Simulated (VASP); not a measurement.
VASP input:

INCAR:
```
NELM=100   # most electronic steps
LORBIT=11   # lm-projected
ISMEAR=-5   # tetrahedra, Bloechl
NEDOS=601   # DOS grid
GGA=PE
PREC=Accurate
LREAL=.False.   # projection in real space or not
ALGO=Normal   # blocked Davidson
LMAXMIX=6
ENCUT=520
ISIF=2
IVDW=11
SYSTEM=Ir
EDIFF=1E-7   # SCF stop (eV)
LASPH=.True.   # aspherical one-centre terms
LCHARG=.True.
LWAVE=.False.
```

### POSCAR
```
Ir
1
    0.0000000000     1.9187942138     1.9187942138
    1.9187942138     0.0000000000     1.9187942138
    1.9187942138     1.9187942138    -0.0000000000
Ir
1
Direct
  0.0000000000   0.0000000000   0.0000000000
```

**KPOINTS**
```
Automatic mesh
0
Gamma
18 18 18
0 0 0
```

POTCAR, in this order: Ir (PBE.64 set). Program: vasp_std.

**Question.** Write an equivalent input for Quantum ESPRESSO's pw.x.

**Answer.** One equivalent input (not run):
```
&CONTROL
  calculation = 'scf'
  pseudo_dir = './pseudo'
  outdir = './out'
  tprnfor = .true.
  tstress = .true.
/
&SYSTEM
  ibrav = 0
  nat = 1
  ntyp = 1
  ecutwfc = 68
  occupations = 'tetrahedra'
  input_dft = 'pbe'
  vdw_corr = 'grimme-d3'
  dftd3_version = 3
  dftd3_threebody = .false.
/
&ELECTRONS
  conv_thr = 7.3e-09
  electron_maxstep = 100
/
ATOMIC_SPECIES
  Ir 192.217 Ir.upf
CELL_PARAMETERS angstrom
     0.0000000    1.9187942    1.9187942
     1.9187942    0.0000000    1.9187942
     1.9187942    1.9187942   -0.0000000
ATOMIC_POSITIONS crystal
  Ir   0.0000000  0.0000000  0.0000000
K_POINTS automatic
  18 18 18 0 0 0
```
What does not carry over: the potentials are each code's own (VASP's PAW set, PseudoDojo norm-conserving files in pw.x), so ENCUT and ecutwfc are chosen apart and not converted; conv_thr bounds pw.x's estimated SCF error, while EDIFF bounds the energy change between steps.

The compound is Ir in the fcc structure. It was relaxed first.
